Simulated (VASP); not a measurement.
# Pt2F (Fm-3m) in VASP: notebook

Aim: see how the results for Pt2F move with the level of theory and the settings. Levels: HSE(alpha, omega), PBE, RPBE. Tasks: single point, relaxation of cell and atoms.

All numbers are computed with VASP 6.6.1; they aren't measurements. Logs are shortened: lines on timing, memory, paths and dates and some standing lists are left out, and cuts for length are marked.

## 1. Starting point

Symmetry: Fm-3m, No. 225, cubic system. The conventional cell has a = 5.705 Å, b = 5.705 Å, c = 5.705 Å, α = 90.00°, β = 90.00°, γ = 90.00°. Pt (site symmetry -43m) has 4 F at 2.47 Å as nearest neighbours. Around F (site symmetry m-3m) lie 8 Pt at 2.47 Å.

The cell was built by a generator and needn't be a form met in nature.

## 2. Single point, HSE(alpha, omega)

POSCAR reads:

```
Pt2F
1.0
    0.0000000000      2.8524300000      2.8524300000
    2.8524300000      0.0000000000      2.8524300000
    2.8524300000      2.8524300000      0.0000000000
Pt F
2 1
Direct
    0.2500000000      0.2500000000      0.2500000000
    0.7500000000      0.7500000000      0.7500000000
    0.0000000000      0.0000000000      0.0000000000
```

INCAR.step1 reads:

```
ALGO = Normal
EDIFF = 1E-5
ENCUT = 520
GGA = PE
ISIF = 2
ISMEAR = -1
LASPH = T
LCHARG = F
LREAL = F
LWAVE = T
NBANDS = 20
NELM = 60
PREC = Accurate
SIGMA = 0.05
```

INCAR.step2 reads:

```
AEXX = 0.25
ALGO = Normal
EDIFF = 1E-5
ENCUT = 520
GGA = PE
HFSCREEN = 0.1
ISIF = 2
ISMEAR = -1
ISTART = 1
LASPH = T
LCHARG = F
LHFCALC = T
LREAL = F
LWAVE = F
NBANDS = 20
NELM = 60
PREC = Accurate
PRECFOCK = Fast
SIGMA = 0.05
```

KPOINTS reads:

```
k-points
0
Gamma
  4 4 4
```

Potentials or basis: VASP PAW PBE potentials, release 64 (Pt, F).

On the command line:

```bash
cat potpaw_PBE.64/Pt/POTCAR potpaw_PBE.64/F/POTCAR > POTCAR
cp INCAR.step1 INCAR
mpirun -np 1 vasp_std > vasp.out
cp INCAR.step2 INCAR
mpirun -np 1 vasp_std > vasp.out
```

OUTCAR:

```text
AEXX = 0.25
   EDIFF = 1E-5
   ENCUT = 520
   GGA = PE
   HFSCREEN = 0.1
   ISIF = 2
   ISMEAR = -1
   ISTART = 1
   LASPH = T
   LHFCALC = T
   LREAL = F
   NELM = 60
   PREC = Accurate
   PRECFOCK = Fast

 ion  position               nearest neighbor table
   1  0.250  0.250  0.250-   3 2.47   3 2.47   3 2.47   3 2.47   2 2.85   2 2.85   2 2.85   2 2.85
                             2 2.85   2 2.85
   2  0.750  0.750  0.750-   3 2.47   3 2.47   3 2.47   3 2.47   1 2.85   1 2.85   1 2.85   1 2.85
                             1 2.85   1 2.85
   3  0.000  0.000  0.000-   2 2.47   2 2.47   2 2.47   1 2.47   2 2.47   1 2.47   1 2.47   1 2.47

  LATTYP: Found a face centered cubic cell.
 ALAT       =     5.7048600000

  Lattice vectors:

 A1 = (   0.0000000000,   2.8524300000,   2.8524300000)
 A2 = (   2.8524300000,   0.0000000000,   2.8524300000)
 A3 = (   2.8524300000,   2.8524300000,   0.0000000000)

Analysis of symmetry for initial positions (statically):
=====================================================================
 Subroutine PRICEL returns:
 Original cell was already a primitive cell.

 Routine SETGRP: Setting up the symmetry group for a
 face centered cubic supercell.

 Subroutine GETGRP returns: Found 48 space group operations
 (whereof 48 operations were pure point group operations)
 out of a pool of 48 trial point group operations.

The static configuration has the point symmetry O_h .

Analysis of symmetry for dynamics (positions and initial velocities):
=====================================================================
 Subroutine PRICEL returns:
 Original cell was already a primitive cell.

 Routine SETGRP: Setting up the symmetry group for a
 face centered cubic supercell.

 Subroutine GETGRP returns: Found 48 space group operations
 (whereof 48 operations were pure point group operations)
 out of a pool of 48 trial point group operations.

The dynamic configuration has the point symmetry O_h .

 Subroutine INISYM returns: Found 48 space group operations
 (whereof 48 operations are pure point group operations),
 and found     1 'primitive' translations

----------------------------------------------------------------------------------------

                                     Primitive cell

  volume of cell :      46.4168

  direct lattice vectors                    reciprocal lattice vectors
     0.000000000  2.852430000  2.852430000    -0.175289139  0.175289139  0.175289139
     2.852430000  0.000000000  2.852430000     0.175289139 -0.175289139  0.175289139
     2.852430000  2.852430000  0.000000000     0.175289139  0.175289139 -0.175289139

  length of vectors
     4.033945192  4.033945192  4.033945192     0.303609696  0.303609696  0.303609696

  position of ions in fractional coordinates (direct lattice)
     0.250000000  0.250000000  0.250000000
     0.750000000  0.750000000  0.750000000
     0.000000000  0.000000000  0.000000000

  ion indices of the primitive-cell ions
   primitive index   ion index
                 1           1
                 2           2
                 3           3

----------------------------------------------------------------------------------------

 KPOINTS: k-points

Automatic generation of k-mesh.
 Grid dimensions read from file:
 generate k-points for:    4    4    4

 Generating k-lattice:

  Cartesian coordinates                     Fractional coordinates (reciprocal lattice)
    -0.043822285  0.043822285  0.043822285     0.250000000  0.000000000  0.000000000
     0.043822285 -0.043822285  0.043822285     0.000000000  0.250000000  0.000000000
     0.043822285  0.043822285 -0.043822285     0.000000000  0.000000000  0.250000000

  Length of vectors
     0.075902424  0.075902424  0.075902424

  Shift w.r.t. Gamma in fractional coordinates (k-lattice)
     0.000000000  0.000000000  0.000000000

 Subroutine IBZKPT returns following result:
 ===========================================

 Found      8 irreducible k-points:

 Following reciprocal coordinates:
            Coordinates               Weight
  0.000000  0.000000  0.000000      1.000000
  0.250000  0.000000  0.000000      8.000000
  0.500000  0.000000  0.000000      4.000000
  0.250000  0.250000  0.000000      6.000000
  0.500000  0.250000  0.000000     24.000000
 -0.250000  0.250000  0.000000     12.000000
  0.500000  0.500000  0.000000      3.000000
 -0.250000  0.500000  0.250000      6.000000
   k-points           NKPTS =      8   k-points in BZ     NKDIM =     64   number of bands    NBANDS=     20
   number of dos      NEDOS =    301   number of ions     NIONS =      3
   total plane-waves  NPLWV =  27000
   dimension x,y,z NGX =    30 NGY =   30 NGZ =   30
   dimension x,y,z NGXF=    60 NGYF=   60 NGZF=   60
   ions per type =               2   1
   NGX,Y,Z   is equivalent  to a cutoff of  12.36, 12.36, 12.36 a.u.
   NGXF,Y,Z  is equivalent  to a cutoff of  24.73, 24.73, 24.73 a.u.
 SYSTEM =  unknown system
[... 48 lines left out ...]
 non-spin polarized calculation
  energy-cutoff  :      520.00
  volume of cell :       46.42
 maximum number of plane-waves:      1283
 NGX is ok and might be reduce to    30
  NGX = 18; NGY = 18; NGZ = 18

 number of electron      27.0000006 magnetization

 Free energy of the ion-electron system (eV)
  ---------------------------------------------------
  ext. energy  EPLUGINS =         0.00000000
  ---------------------------------------------------
  free energy    TOTEN  =       -15.17169652 eV

  energy without entropy =      -15.16804472  energy(sigma->0) =      -15.16987062

 E-fermi :   5.7943     XC(G=0):  -9.4633

 val. band max:        5.5951935627   @ k =  -0.2500   0.2500   0.0000
 cond. band min:       6.0002409820   @ k =  -0.2500   0.2500   0.0000
 fundamental gap:      0.4050474193
 Fermi energy:         5.7943113240

 k-point     1 :       0.0000    0.0000    0.0000
  band No.  band energies     occupation
      1     -20.5135      2.00000
      2      -1.9279      2.00000
      3      -1.9279      2.00000
      4      -1.9279      2.00000
      5       0.3537      2.00000
      6       0.9364      2.00000
[... 12 lines left out ...]
     19      19.2953      0.00000
     20      20.4354      0.00000

 k-point     2 :       0.2500    0.0000    0.0000
  band No.  band energies     occupation
      1     -20.4825      2.00000
      2      -2.0934      2.00000
      3      -1.7027      2.00000
      4      -1.7027      2.00000
      5       1.5262      2.00000
      6       1.5262      2.00000
[... 12 lines left out ...]
     19      18.6465      0.00000
     20      20.9033      0.00000

 k-point     3 :       0.5000    0.0000    0.0000
  band No.  band energies     occupation
      1     -20.4517      2.00000
      2      -1.8790      2.00000
      3      -1.4484      2.00000
      4      -1.4484      2.00000
      5       2.4442      2.00000
      6       2.8204      2.00000
[... 12 lines left out ...]
     19      18.0132      0.00000
     20      20.7753      0.00000

 k-point     4 :       0.2500    0.2500    0.0000
  band No.  band energies     occupation
      1     -20.4730      2.00000
      2      -2.4325      2.00000
      3      -1.4802      2.00000
      4      -1.4802      2.00000
      5       1.1691      2.00000
      6       1.4430      2.00000
[... 12 lines left out ...]
     19      16.3136      0.00000
     20      22.1734      0.00000

 k-point     5 :       0.5000    0.2500    0.0000
  band No.  band energies     occupation
      1     -20.4429      2.00000
      2      -2.1125      2.00000
      3      -1.3876      2.00000
      4      -1.2649      2.00000
      5       1.7164      2.00000
      6       1.8977      2.00000
[... 12 lines left out ...]
     19      17.0911      0.00000
     20      22.0562      0.00000

 k-point     6 :      -0.2500    0.2500    0.0000
  band No.  band energies     occupation
      1     -20.4527      2.00000
      2      -1.9031      2.00000
      3      -1.5372      2.00000
      4      -1.5000      2.00000
      5       1.7135      2.00000
      6       2.0254      2.00000
[... 12 lines left out ...]
     19      18.3208      0.00000
     20      20.9243      0.00000

 k-point     7 :       0.5000    0.5000    0.0000
  band No.  band energies     occupation
      1     -20.4336      2.00000
      2      -2.5061      2.00000
      3      -1.0759      2.00000
      4      -1.0758      2.00000
      5       1.1667      2.00000
      6       1.4127      2.00000
[... 12 lines left out ...]
     19      13.7266      0.00000
     20      21.4094      0.00000

 k-point     8 :      -0.2500    0.5000    0.2500
  band No.  band energies     occupation
      1     -20.4335      2.00000
      2      -1.7681      2.00000
      3      -1.7681      2.00000
      4      -1.1034      2.00000
      5       1.8797      2.00000
      6       1.9002      2.00000
[... 12 lines left out ...]
     19      20.0234      0.00000
     20      20.0234      0.00000

------------------------ aborting loop because EDIFF is reached ----------------------------------------

  FORCE on cell =-STRESS in cart. coord.  units (eV):
  Direction    XX          YY          ZZ          XY          YZ          ZX
  --------------------------------------------------------------------------------------
  -------------------------------------------------------------------------------------
  Total       -0.9761612     -0.9761612     -0.9761612     -0.0000000     -0.0000000     -0.0000000
  in kB      -33.6943553    -33.6943553    -33.6943553     -0.0000000     -0.0000000     -0.0000000
  external PRESSURE =     -33.6943553 kB  Pullay stress =       0.0000000 kB

 VOLUME and BASIS-vectors are now :
 -----------------------------------------------------------------------------
  energy-cutoff  :      520.00
  volume of cell :       46.42
      direct lattice vectors                 reciprocal lattice vectors
     0.000000000  2.852430000  2.852430000    -0.175289139  0.175289139  0.175289139
     2.852430000  0.000000000  2.852430000     0.175289139 -0.175289139  0.175289139
     2.852430000  2.852430000  0.000000000     0.175289139  0.175289139 -0.175289139

 POSITION                                       TOTAL-FORCE (eV/Angst)
 -----------------------------------------------------------------------------------
      1.42622      1.42622      1.42622         0.000000      0.000000      0.000000
      4.27865      4.27865      4.27865        -0.000000     -0.000000     -0.000000
      0.00000      0.00000      0.00000        -0.000000      0.000000     -0.000000
 -----------------------------------------------------------------------------------
    total drift:                               -0.000000     -0.000000     -0.000000

  FREE ENERGIE OF THE ION-ELECTRON SYSTEM (eV)
  ---------------------------------------------------
  free  energy   TOTEN  =       -15.1716965248 eV

  energy  without entropy=      -15.1680447174  energy(sigma->0) =      -15.16987062
```

It took 6.7 min on 1 thread of Intel Xeon Platinum 8488C (Sapphire Rapids), shared host; peak memory 0.27 GiB.

What came out:

- Free energy: -15.1717 eV
- Pressure: -3.4 GPa
- Band gap on the k mesh: none (metal or under the smearing width)

Caveat: the k mesh is coarse (spacing up to 0.48 Å⁻¹), so the values aren't converged, least of all with exact exchange; the PAW data sets were made with another functional, which shifts forces and pressure a little; an odd number of electrons without spin polarisation forces a metal; a magnetic or distorted state may lie lower.

## 3. Relaxation of cell and atoms, PBE

INCAR reads:

```
ALGO     = Normal         # electronic algorithm
EDIFF    = 1E-7           # SCF threshold, eV
EDIFFG   = -0.005         # ionic threshold
ENCUT    = 600            # plane-wave cutoff, eV
GGA      = PE             # functional
IBRION   = 2              # ionic algorithm
ISIF     = 3              # what is computed and relaxed
ISMEAR   = 0              # smearing method
LASPH    = T              # aspherical terms in the spheres
LCHARG   = F              # write CHGCAR
LREAL    = F              # projectors in reciprocal space
LWAVE    = F              # write WAVECAR
NELM     = 60             # most SCF steps
NSW      = 60             # ionic steps
PREC     = Accurate       # precision mode
SIGMA    = 0.05           # smearing width, eV
```

KPOINTS reads:

```
k-points
0
Gamma
  8 8 8
```

POSCAR is that of step 2.

Potentials or basis: VASP PAW PBE potentials, release 64 (Pt, F).

On the command line:

```bash
cat potpaw_PBE.64/Pt/POTCAR potpaw_PBE.64/F/POTCAR > POTCAR
mpirun -np 1 vasp_std > vasp.out
```

Run time: 40 s. Hardware: 1 thread of Intel Xeon Platinum 8259CL at 2.50GHz (Skylake/Cascade Lake), shared host; peak memory 0.19 GiB.

It converged, with:

```
Free energy                            : -11.8736 eV
Relaxed volume                         : 15.43 Å³/atom
Relaxed cell                           : a = 4.030 Å, b = 4.030 Å, c = 4.030 Å, α = 60.00°, β = 60.00°, γ = 60.00°
Space group after relaxing (to 0.05 Å) : Fm-3m (No. 225)
Energy gained by relaxing              : 0.0 meV/atom
Ionic steps                            : 3
Pressure after relaxing                : 0.0 GPa
Band gap on the k mesh                 : none (metal or under the smearing width)
```

Step by step:
```tsv
step	energy change (eV)	largest force (eV/Å)	pressure (GPa)	volume (Å³)
1	0.0000	0.0000	-0.36	46.42
2	0.0000	0.0000	0.32	46.18
3	-0.0001	0.0000	0.01	46.30
```

Final structure:
```yaml
crystal:
  lattice:
    - [0.00000, 2.84997, 2.84997]
    - [2.84997, 0.00000, 2.84997]
    - [2.84997, 2.84997, 0.00000]
  atoms:
    - { symbol: Pt, position: [0.25000, 0.25000, 0.25000] }
    - { symbol: Pt, position: [0.75000, 0.75000, 0.75000] }
    - { symbol: F, position: [0.00000, 0.00000, 0.00000] }
```

Levels at points of the mesh, in eV from the Fermi level:
```tsv
k point	band 11	band 12	band 13	band 14	band 15	band 16
(0.00, 0.00, 0.00)	-0.03	-0.03	-0.03	1.15	1.15	7.98
(0.50, 0.00, 0.00)	-1.53	-1.51	-0.65	-0.09	-0.09	1.59
(0.50, 0.50, 0.00)	-0.90	-0.90	0.12	1.06	2.31	3.80
```

Caveat: an odd number of electrons without spin polarisation forces a metal; a magnetic or distorted state may lie lower.

## 4. Relaxation of cell and atoms, RPBE

INCAR reads:

```
PREC = Accurate ; ENCUT = 600
EDIFF = 1E-6 ; ISMEAR = 0
SIGMA = 0.05 ; LREAL = False
LASPH = True ; NELM = 60
ALGO = Normal ; ISIF = 3
LWAVE = False ; LCHARG = False
GGA = RP ; IBRION = 2
NSW = 40 ; EDIFFG = -0.005
```

KPOINTS reads:

```
Automatic mesh
0
Gamma
  8 8 8
```

POSCAR is that of step 3.

On the command line:

```bash
cat potpaw_PBE.64/Pt/POTCAR potpaw_PBE.64/F/POTCAR > POTCAR
mpirun -np 1 vasp_std > vasp.out
```

It took 42 s on 1 thread of Intel Xeon Platinum 8259CL at 2.50GHz (Skylake/Cascade Lake), shared host; peak memory 0.2 GiB.

Results (log left out):

```
Free energy                            : -10.3550 eV
Relaxed volume                         : 15.96 Å³/atom
Relaxed cell                           : a = 4.076 Å, b = 4.076 Å, c = 4.076 Å, α = 60.00°, β = 60.00°, γ = 60.00°
Space group after relaxing (to 0.05 Å) : Fm-3m (No. 225)
Energy gained by relaxing              : 5.6 meV/atom
Ionic steps                            : 3
Pressure after relaxing                : 0.0 GPa
Band gap on the k mesh                 : none (metal or under the smearing width)
```

Step by step:
```csv
step,energy change (eV),largest force (eV/Å),pressure (GPa),volume (Å³)
1,0.0000,0.0000,3.81,46.42
2,-0.0086,0.0000,-2.36,48.93
3,-0.0167,0.0000,0.00,47.87
```

Final structure:
```
CELL_PARAMETERS angstrom
0.00000 2.88183 2.88183
2.88183 0.00000 2.88183
2.88183 2.88183 0.00000
ATOMIC_POSITIONS crystal
Pt 0.25000 0.25000 0.25000
Pt 0.75000 0.75000 0.75000
F 0.00000 0.00000 0.00000
```

Levels at points of the mesh, in eV from the Fermi level:
| k point | band 11 | band 12 | band 13 | band 14 | band 15 | band 16 |
| --- | --- | --- | --- | --- | --- | --- |
| (0.00, 0.00, 0.00) | -0.04 | -0.04 | -0.04 | 1.08 | 1.08 | 7.93 |
| (0.50, 0.00, 0.00) | -1.44 | -1.44 | -0.57 | -0.09 | -0.09 | 1.56 |
| (0.50, 0.50, 0.00) | -0.85 | -0.85 | 0.10 | 1.00 | 2.37 | 3.66 |

Caveat: the PAW data sets were made with another functional, which shifts forces and pressure a little; an odd number of electrons without spin polarisation forces a metal; a magnetic or distorted state may lie lower. Spin-orbit coupling is left out, which matters for the levels of Pt.

## 5. Relaxation of cell and atoms, PBE

INCAR reads:

```
PREC = Accurate ; ENCUT = 900
EDIFF = 1E-6 ; ISMEAR = -1
SIGMA = 0.05 ; LREAL = False
LASPH = True ; NELM = 80
ALGO = Normal ; ISIF = 3
LWAVE = False ; LCHARG = False
GGA = PE ; IBRION = 2
NSW = 60 ; EDIFFG = -0.005
```

KPOINTS is that of step 4.

POSCAR is that of step 4.

On the command line:

```bash
cat potpaw_PBE.64/Pt/POTCAR potpaw_PBE.64/F/POTCAR > POTCAR
mpirun -np 1 vasp_std > vasp.out
```

It took 78 s on 1 thread of Intel Xeon Platinum 8488C (Sapphire Rapids), shared host; peak memory 0.27 GiB.

Results (log left out):

- Free energy: -11.9040 eV
- Relaxed volume: 15.46 Å³/atom
- Relaxed cell: a = 4.033 Å, b = 4.033 Å, c = 4.033 Å, α = 60.00°, β = 60.00°, γ = 60.00°
- Space group after relaxing (to 0.05 Å): Fm-3m (No. 225)
- Energy gained by relaxing: 0.0 meV/atom
- Ionic steps: 3
- Pressure after relaxing: 0.0 GPa
- Band gap on the k mesh: none (metal or under the smearing width)

Final structure:
```cif
data_structure
_symmetry_space_group_name_H-M 'P 1'
_symmetry_Int_Tables_number 1
_cell_length_a 4.0332
_cell_length_b 4.0332
_cell_length_c 4.0332
_cell_angle_alpha 60.000
_cell_angle_beta 60.000
_cell_angle_gamma 60.000
_cell_volume 46.39
loop_
_atom_site_label
_atom_site_type_symbol
_atom_site_fract_x
_atom_site_fract_y
_atom_site_fract_z
_atom_site_occupancy
Pt1 Pt 0.25000 0.25000 0.25000 1
Pt2 Pt 0.75000 0.75000 0.75000 1
F1 F 0.00000 0.00000 0.00000 1
```

Levels at points of the mesh, in eV from the Fermi level:
| k point | band 10 | band 11 | band 12 | band 13 | band 14 | band 15 | band 16 | band 17 |
| --- | --- | --- | --- | --- | --- | --- | --- | --- |
| (0.00, 0.00, 0.00) | -1.04 | -0.05 | -0.05 | -0.05 | 1.14 | 1.14 | 7.97 | 7.97 |
| (0.50, 0.00, 0.00) | -1.53 | -1.53 | -1.52 | -0.66 | -0.10 | -0.10 | 1.57 | 10.66 |
| (0.50, 0.50, 0.00) | -1.22 | -0.91 | -0.91 | 0.10 | 1.05 | 2.30 | 3.78 | 6.37 |

Caveat: an odd number of electrons without spin polarisation forces a metal; a magnetic or distorted state may lie lower.

## 6. The runs side by side

| task | level | cell | k mesh | cutoff (eV) | smearing | screening parameter | grid for exact exchange (PRECFOCK) | other keys | mesh quality | gap on the mesh (eV) | pressure (GPa) | relaxed volume (Å³/atom) |
| --- | --- | --- | --- | --- | --- | --- | --- | --- | --- | --- | --- | --- |
| single point | HSE(alpha, omega) | as given | 4 × 4 × 4 | 520 | fermi-dirac 0.05 eV | 0.1 | Fast | EDIFF = 1e-05 | coarse | none | -3.4 | - |
| relaxation of cell and atoms | PBE | relaxed | 8 × 8 × 8 | 600 | gaussian 0.05 eV | - | - | - | not flagged | none | 0.0 | 15.43 |
| relaxation of cell and atoms | RPBE | relaxed | 8 × 8 × 8 | 600 | gaussian 0.05 eV | - | - | - | not flagged | none | 0.0 | 15.96 |
| relaxation of cell and atoms | PBE | relaxed | 8 × 8 × 8 | 900 | fermi-dirac 0.05 eV | - | - | - | not flagged | none | 0.0 | 15.46 |

Alike in all rows: potentials or basis VASP PAW PBE potentials, release 64 (Pt, F); no spin polarisation.

Caveats: some runs use coarse meshes; an odd number of electrons without spin polarisation forces a metal; a magnetic or distorted state may lie lower; the PAW data sets were made with another functional, which shifts forces and pressure a little (some runs).

Total energies depend on the potentials used, so only differences within one code and one set of settings carry meaning.
